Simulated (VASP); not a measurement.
# A VASP study of CO2 (PBEsol): structure first, properties next, part 5 of 7

Aim: relax CO2, then compute properties on the relaxed cell. The start is a computed cell from the Materials Project.

VASP 6.6.1; PBEsol; plane waves and PAW (C, O).

So far, gap on the k-mesh (eV): 7.54 in steps 3, 4 and 7.

### 8. Vibrations at Γ (PBEsol) (continued)

Parts of OUTCAR (step 8):

```text
   NELECT =      32.0000    total number of electrons

  Total       -0.0184577     -0.0184577     -0.0096782      0.0000000      0.0000000      0.0000000
  in kB       -0.6446333     -0.6446333     -0.3380110      0.0000000      0.0000000      0.0000000
  external PRESSURE =      -0.5424259 kB  Pullay stress =       0.0000000 kB

 POSITION                                       TOTAL-FORCE (eV/Angst)
 -----------------------------------------------------------------------------------
      0.00000      1.96481      1.48540         0.000000      0.000000     -0.000000
      0.00000      0.00000      0.00000        -0.000000      0.000000      0.000000
     -0.98241      1.30871      2.22811         0.000000     -0.007089      0.000000
      2.94722      0.65610     -0.74270        -0.000000      0.007089     -0.000000
      0.65610      0.98241      0.74270         0.007089      0.000000     -0.000000
      1.30871      0.98241      3.71351        -0.007089      0.000000      0.000000
 -----------------------------------------------------------------------------------
    total drift:                                0.000003      0.000003      0.000004

 MACROSCOPIC STATIC DIELECTRIC TENSOR (including local field effects in DFT)
 ------------------------------------------------------
           3.232565     0.000000     0.000000
           0.000000     3.232565     0.000000
           0.000000     0.000000     3.200123
 ------------------------------------------------------

 PIEZOELECTRIC TENSOR (including local field effects)  for field in x, y, z        (C/m^2)
          XX          YY          ZZ          XY          YZ          ZX
  --------------------------------------------------------------------------------
  x     0.00000     0.00000     0.00000     0.00000    -0.44671     0.00000
  y     0.00000     0.00000     0.00000     0.00000     0.00000    -0.44671
  z     0.00000     0.00000     0.00000    -0.60394     0.00000     0.00000

 BORN EFFECTIVE CHARGES (including local field effects) (in |e|, cummulative output)
 ---------------------------------------------------------------------------------
 ion    1
    1     2.92274     0.76204     0.00000
    2    -0.76204     2.92274     0.00000
    3     0.00000    -0.00000     2.83601
 ion    2
    1     2.92274    -0.76204     0.00000
    2     0.76204     2.92274    -0.00000
    3     0.00000    -0.00000     2.83601
 ion    3
    1    -1.99060     0.00000     0.85515
    2     0.00000    -0.93214    -0.00000
    3     0.72754     0.00000    -1.41801
 ion    4
    1    -1.99060     0.00000    -0.85515
    2     0.00000    -0.93214     0.00000
    3    -0.72754     0.00000    -1.41801
 ion    5
    1    -0.93214     0.00000     0.00000
    2     0.00000    -1.99060    -0.85515
    3     0.00000    -0.72754    -1.41801
 ion    6
    1    -0.93214     0.00000     0.00000
    2     0.00000    -1.99060     0.85515
    3     0.00000     0.72754    -1.41801

 Eigenvectors and eigenvalues of the dynamical matrix
 ----------------------------------------------------

   1 f  =   32.654033 THz   205.171339 2PiTHz 1089.221291 cm-1   135.046168 meV
             X         Y         Z           dx          dy          dz
      0.000000  1.964811  1.485404    -0.000000    0.000000   -0.706182
      0.000000  0.000000  0.000000    -0.000000   -0.000000    0.706182
     -0.982406  1.308707  2.228106    -0.000000   -0.025563    0.000000
      2.947217  0.656104 -0.742702     0.000000    0.025563    0.000000
      0.656104  0.982406  0.742702    -0.025563   -0.000000   -0.000000
      1.308707  0.982406  3.713509     0.025563    0.000000   -0.000000

   2 f  =   32.288399 THz   202.873994 2PiTHz 1077.025059 cm-1   133.534028 meV
             X         Y         Z           dx          dy          dz
      0.000000  1.964811  1.485404     0.000000   -0.000000    0.000000
      0.000000  0.000000  0.000000     0.000000    0.000000   -0.000000
     -0.982406  1.308707  2.228106    -0.377788   -0.000000    0.327531
[...]
2.947217  0.656104 -0.742702     0.068704   -0.296984    0.147253
      0.656104  0.982406  0.742702    -0.250954    0.081306    0.174262
      1.308707  0.982406  3.713509    -0.250954    0.081306   -0.174262

   9 f  =   25.267698 THz   158.761627 2PiTHz  842.839674 cm-1   104.498754 meV
             X         Y         Z           dx          dy          dz
      0.000000  1.964811  1.485404    -0.522212   -0.112853    0.000000
      0.000000  0.000000  0.000000     0.024149    0.533721    0.000000
     -0.982406  1.308707  2.228106    -0.081306   -0.250954    0.174262
      2.947217  0.656104 -0.742702    -0.081306   -0.250954   -0.174262
      0.656104  0.982406  0.742702     0.296984    0.068704    0.147253
      1.308707  0.982406  3.713509     0.296984    0.068704   -0.147253

  10 f  =   23.333942 THz   146.611479 2PiTHz  778.336514 cm-1    96.501385 meV
             X         Y         Z           dx          dy          dz
      0.000000  1.964811  1.485404     0.000000    0.000000    0.036151
      0.000000  0.000000  0.000000    -0.000000    0.000000   -0.036151
     -0.982406  1.308707  2.228106    -0.000000   -0.499346    0.000000
      2.947217  0.656104 -0.742702    -0.000000    0.499346    0.000000
      0.656104  0.982406  0.742702    -0.499346   -0.000000    0.000000
      1.308707  0.982406  3.713509     0.499346    0.000000    0.000000

  11 f  =   20.375666 THz   128.024086 2PiTHz  679.659063 cm-1    84.266946 meV
             X         Y         Z           dx          dy          dz
      0.000000  1.964811  1.485404     0.000000    0.000000   -0.448630
      0.000000  0.000000  0.000000     0.000000    0.000000   -0.448630
     -0.982406  1.308707  2.228106     0.334050    0.000000    0.194361
      2.947217  0.656104 -0.742702    -0.334050   -0.000000    0.194361
      0.656104  0.982406  0.742702    -0.000000   -0.334050    0.194361
      1.308707  0.982406  3.713509     0.000000    0.334050    0.194361

  12 f  =   19.004728 THz   119.410226 2PiTHz  633.929479 cm-1    78.597203 meV
             X         Y         Z           dx          dy          dz
      0.000000  1.964811  1.485404    -0.000000    0.000000   -0.000000
      0.000000  0.000000  0.000000     0.000000    0.000000   -0.000000
     -0.982406  1.308707  2.228106     0.000000   -0.500000    0.000000
      2.947217  0.656104 -0.742702    -0.000000    0.500000    0.000000
      0.656104  0.982406  0.742702     0.500000   -0.000000    0.000000
      1.308707  0.982406  3.713509    -0.500000    0.000000    0.000000

  13 f  =   15.876113 THz    99.752563 2PiTHz  529.570141 cm-1    65.658300 meV
             X         Y         Z           dx          dy          dz
      0.000000  1.964811  1.485404    -0.000000   -0.000000    0.000000
      0.000000  0.000000  0.000000    -0.000000   -0.000000    0.000000
     -0.982406  1.308707  2.228106     0.327531   -0.000000    0.377788
      2.947217  0.656104 -0.742702    -0.327531    0.000000    0.377788
      0.656104  0.982406  0.742702     0.000000    0.327531   -0.377788
      1.308707  0.982406  3.713509    -0.000000   -0.327531   -0.377788
    [... 43 further lines ...]
      0.656104  0.982406  0.742702    -0.426296    0.005760   -0.000002
      1.308707  0.982406  3.713509    -0.426296    0.005760    0.000002

 MACROSCOPIC STATIC DIELECTRIC TENSOR IONIC CONTRIBUTION
 ------------------------------------------------------
           3.088427    -0.000000    -0.000000
          -0.000000     3.088427    -0.000000
          -0.000000    -0.000000     3.177285
 ------------------------------------------------------

 ELASTIC MODULI CONTR FROM IONIC RELAXATION (kBar)
 Direction    XX          YY          ZZ          XY          YZ          ZX
 --------------------------------------------------------------------------------
 XX       -2271.9631  -1207.3832   -922.1876     -0.0000     -0.0000      0.0000
 YY       -1207.3832  -2271.9631   -922.1876     -0.0000     -0.0000      0.0000
 ZZ        -922.1876   -922.1876   -488.8447     -0.0000     -0.0000      0.0000
 XY           0.0000     -0.0000     -0.0000  -1019.1516      0.0000     -0.0000
 YZ          -0.0000     -0.0000     -0.0000      0.0000  -1228.6111      0.0000
 ZX           0.0000      0.0000      0.0000     -0.0000      0.0000  -1213.4031
 --------------------------------------------------------------------------------

 PIEZOELECTRIC TENSOR IONIC CONTR  for field in x, y, z        (C/m^2)
          XX          YY          ZZ          XY          YZ          ZX
  --------------------------------------------------------------------------------
  x    -0.00000     0.00000     0.00000     0.00000     0.12253    -0.00000
  y     0.00000     0.00000     0.00000     0.00000    -0.00000     0.12304
  z    -0.00000     0.00000    -0.00000     0.81813    -0.00000     0.00000

[... 9 parts as in an earlier step ...]

[... 2 further parts left out ...]
```

Energies printed during the response cycles are not total energies of the cell.

Numbers from this step:

```
bands                     : 22
irreducible k-points      : 59
pressure of the cell      : -0.05424 GPa
largest force of the cell : 0.007089 eV/Å
Fermi energy              : 2.576 eV
```

Electronic dielectric tensor with local fields:

```
3.23 0.00 0.00
0.00 3.23 0.00
0.00 0.00 3.20
```

Ionic part of the static dielectric tensor:

```
3.09 0.00 0.00
0.00 3.09 0.00
0.00 0.00 3.18
```

Born effective charge (e), principal values of the symmetric part by kind of site:

| atom | atoms with these values | low | middle | high | mean |
| --- | --- | --- | --- | --- | --- |
| C1 | 2 | 2.84 | 2.92 | 2.92 | 2.89 |
| O3 | 4 | -2.55 | -0.93 | -0.86 | -1.45 |

In full for C1:

```
 2.92  0.76  0.00
-0.76  2.92  0.00
 0.00  0.00  2.84
```

Infrared lines, with heights relative to the strongest:

| position (cm⁻¹) | lines merged | squared mode dipole, relative |
| --- | --- | --- |
| 342 | 2 | 0.8 |
| 530 | 1 | 0.0 |
| 634 | 1 | 0.0 |
| 680 | 1 | 20 |
| 778 | 1 | 0.0 |
| 843 | 2 | 35 |
| 887 | 2 | 100 |
| 906 | 1 | 47 |
| 1053 | 2 | 15 |
| 1077 | 1 | 0.0 |
| 1089 | 1 | 0.0 |

Transverse limit, no LO-TO splitting. The modes at Γ (shares of kinetic energy by element, %):

| mode | frequency (cm⁻¹) | symmetry | IR | C % | O % |
| --- | --- | --- | --- | --- | --- |
| 1 | -0.1 | acoustic | 3.5e-9 | 27 | 73 |
| 2 | -0.1 | acoustic | 3.5e-9 | 27 | 73 |
| 3 | 0.0 | acoustic | 2.2e-9 | 27 | 73 |
| 4 | 342.0 | E | 0.011 | 2 | 98 |
| 5 | 342.0 | E | 0.011 | 2 | 98 |
| 6 | 529.6 | A2 | 0 | 0 | 100 |
| 7 | 633.9 | A1 | 0 | 0 | 100 |
| 8 | 679.7 | B | 0.59 | 40 | 60 |
| 9 | 778.3 | B | 0 | 0 | 100 |
| 10 | 842.8 | E | 0.51 | 57 | 43 |
| 11 | 842.8 | E | 0.51 | 57 | 43 |
| 12 | 887.5 | E | 1.5 | 30 | 70 |
| 13 | 887.5 | E | 1.5 | 30 | 70 |
| 14 | 905.9 | B | 1.4 | 32 | 68 |
| 15 | 1053.1 | E | 0.23 | 84 | 16 |
| 16 | 1053.1 | E | 0.23 | 84 | 16 |
| 17 | 1077.0 | A2 | 0 | 0 | 100 |
| 18 | 1089.2 | B | 0 | 100 | 0 |

Displacements in mode 5 (342.0 cm⁻¹), the largest set to 1:
```
C1   0.13 -0.18  0.00
C2   0.21 -0.06  0.00
O3  -0.62 -0.32 -1.00
O4  -0.62 -0.32  1.00
O5   0.49  0.41 -0.67
O6   0.49  0.41  0.67
```

Displacements in mode 15 (1053.1 cm⁻¹), the largest set to 1:
```
C1   0.71 -0.85  0.00
C2   0.47  1.00  0.00
O3  -0.03 -0.05 -0.07
O4  -0.03 -0.05  0.07
O5  -0.41  0.00  0.01
O6  -0.41  0.00 -0.01
```

Piezoelectric tensor, ionic part (C/m²), by row:

| field | xx | yy | zz | xy | yz | zx |
| --- | --- | --- | --- | --- | --- | --- |
| x | 0 | 0 | 0 | 0 | 0.1225 | 0 |
| y | 0 | 0 | 0 | 0 | 0 | 0.123 |
| z | 0 | 0 | 0 | 0.8181 | 0 | 0 |

Piezoelectric tensor with clamped ions (C/m²), by row:

| field | xx | yy | zz | xy | yz | zx |
| --- | --- | --- | --- | --- | --- | --- |
| x | 0 | 0 | 0 | 0 | -0.4467 | 0 |
| y | 0 | 0 | 0 | 0 | 0 | -0.4467 |
| z | 0 | 0 | 0 | -0.6039 | 0 | 0 |

The Born charges sum to zero; the printed set may have that rule imposed, so this is no test. Born charges and mode vectors give each infrared mode its dipole; summed over the modes, dipole squared over frequency squared adds 3.12 to the electronic 3.22, for a mean static constant of 6.34. By the characters of their eigenvectors the optical modes sort into (cm⁻¹) Raman active: E 342, A1 634, B 680, B 778, E 843, E 887, B 906, E 1053, B 1089; infrared active: E 342, B 680, E 843, E 887, B 906, E 1053; silent: A2 530, A2 1077. In this point group the infrared-active B modes are B2 and the others B1.

### 9. Volume scan with PBEsol, volume scale 0.94

An equation of state needs energies on both sides of the minimum, all on one mesh and cutoff.

INCAR reads:

```
SYSTEM = CO2
PREC = Accurate
ENCUT = 520
EDIFF = 1E-06
NELM = 100
ISMEAR = 0
SIGMA = 0.05
LREAL = .FALSE.
ALGO = Normal
GGA = PS
NBANDS = 22
LORBIT = 11
LWAVE = .FALSE.
LCHARG = .FALSE.
KPAR = 4
ISIF = 2
```

POSCAR reads:

```
CO2
1.0
   -1.9247015824      1.9247015824      2.9101618364
    1.9247015824     -1.9247015824      2.9101618364
    1.9247015824      1.9247015824     -2.9101618364
C O
2 4
Direct
    0.7500000000      0.2500000000      0.5000000000
    0.0000000000      0.0000000000      0.0000000000
    0.7080362586      0.1250000000      0.0830362586
    0.0419637414      0.6250000000      0.9169637414
    0.3750000000      0.2919637414      0.4169637414
    0.8750000000      0.9580362586      0.5830362586
```

KPOINTS reads:

```
Automatic mesh
0
Gamma
8 8 8
0 0 0
```

Potentials, in the order of the species: C and O (PBE family, release 64).

On the command line:

```bash
> mpirun -np 4 vasp_std
```

The program printed:

```text
[... set-up lines as in an earlier step ...]
 entering main loop
       N       E                     dE             d eps       ncg     rms          rms(c)
DAV:   1     0.164037009527E+03    0.16404E+03   -0.19147E+04  2596   0.146E+03
DAV:   2    -0.416094034305E+02   -0.20565E+03   -0.19931E+03  3426   0.327E+02
DAV:   3    -0.487778123542E+02   -0.71684E+01   -0.71399E+01  3304   0.619E+01
DAV:   4    -0.488444502744E+02   -0.66638E-01   -0.66573E-01  3178   0.669E+00
DAV:   5    -0.488454310518E+02   -0.98078E-03   -0.98049E-03  3280   0.768E-01    0.129E+01
DAV:   6    -0.460217191925E+02    0.28237E+01   -0.78044E+00  3172   0.217E+01    0.534E+00
DAV:   7    -0.459460770017E+02    0.75642E-01   -0.64108E-01  3238   0.601E+00    0.284E+00
DAV:   8    -0.459194457805E+02    0.26631E-01   -0.73485E-02  3004   0.245E+00    0.484E-01
DAV:   9    -0.459165483064E+02    0.28975E-02   -0.17013E-02  3166   0.107E+00    0.187E-01
DAV:  10    -0.459165075953E+02    0.40711E-04   -0.16940E-03  3178   0.336E-01    0.565E-02
DAV:  11    -0.459164792724E+02    0.28323E-04   -0.16648E-04  3208   0.988E-02    0.181E-02
DAV:  12    -0.459164837490E+02   -0.44765E-05   -0.14068E-05  3160   0.306E-02    0.428E-03
DAV:  13    -0.459164838165E+02   -0.67555E-07   -0.21212E-06  2394   0.108E-02
   1 F= -.45916484E+02 E0= -.45916484E+02  d E =-.280172E-14
```

Wall time 13 s (4 MPI ranks of AMD EPYC 9R14 (Zen 4), shared host); peak memory 0.65 GiB; 49 s of CPU time.

OUTCAR, selected parts (step 9):

```text
   ENCUT  =  520.0 eV  38.22 Ry    6.18 a.u.   7.41  7.41  7.41*2*pi/ulx,y,z

   NELECT =      32.0000    total number of electrons

 E-fermi :   3.3066

 k-point     1 :       0.0000    0.0000    0.0000
  band No.  band energies     occupation
    ...
     12       1.6555      2.00000
     13       1.6555      2.00000
     14       2.0790      2.00000
     15       2.0790      2.00000
     16       2.5591      2.00000
     17      10.7993      0.00000
     18      12.9964      0.00000
     19      12.9964      0.00000
     20      13.4194      0.00000
     21      15.9191      0.00000
    ...

  Total        5.3551620      5.3551620      4.9120528      0.0000000      0.0000000      0.0000000
  in kB      198.9661779    198.9661779    182.5028576      0.0000000      0.0000000      0.0000000
  external PRESSURE =     193.4784045 kB  Pullay stress =       0.0000000 kB

 POSITION                                       TOTAL-FORCE (eV/Angst)
 -----------------------------------------------------------------------------------
      0.00000      1.92470      1.45508         0.000000      0.000000     -0.000000
      0.00000      0.00000      0.00000        -0.000000      0.000000      0.000000
     -0.96235      1.28199      2.18262         0.000000     -0.988326     -0.000000
      2.88705      0.64271     -0.72754         0.000000      0.988326      0.000000
      0.64271      0.96235      0.72754         0.988326      0.000000      0.000000
      1.28199      0.96235      3.63770        -0.988326      0.000000     -0.000000
 -----------------------------------------------------------------------------------
    total drift:                               -0.000003     -0.000003     -0.000004

  FREE ENERGIE OF THE ION-ELECTRON SYSTEM (eV)
  ---------------------------------------------------
  free  energy   TOTEN  =       -45.9164838165 eV

  energy  without entropy=      -45.9164838165  energy(sigma->0) =      -45.91648382

[... 4 parts as in an earlier step ...]

[... 12 further parts left out ...]
```

The scan keeps the cell's shape and the fractional positions fixed.

Numbers from this step:

- free energy (TOTEN): -45.92 eV
- Fermi energy: 3.307 eV
- pressure: 19.35 GPa
- gap on the k-mesh: 7.743 eV
- least direct gap on the k-mesh: 8.240 eV

Force by atom:

| atom | x (eV/Å) | y (eV/Å) | z (eV/Å) | size |
| --- | --- | --- | --- | --- |
| C1 | 0.000 | 0.000 | 0.000 | 0.000 |
| C2 | 0.000 | 0.000 | 0.000 | 0.000 |
| O3 | 0.000 | -0.988 | 0.000 | 0.988 |
| O4 | 0.000 | 0.988 | 0.000 | 0.988 |
| O5 | 0.988 | 0.000 | 0.000 | 0.988 |
| O6 | -0.988 | 0.000 | 0.000 | 0.988 |

The pressure here is 19.35 GPa.

(Continued in part 6 of 7.)

[Lines on the potential files, build, host, timing and source positions are cut from VASP's logs without a mark.]

[Logs are printed without paths, hosts, clocks, repeated set-up lines and the standing remarks that a program may print on its own settings, such as how far it seeks lower states.]

[Hosts, paths, dates, database ids (printed as entryN), source tags and the programs' standing remarks are cut or masked in the printed files.]

[A measured line is paired with the nearest computed mode of its activity, which favours agreement.]

[In band tables of VASP the shares of atoms and orbitals are scaled to a sum of 1 inside the atoms' spheres.]
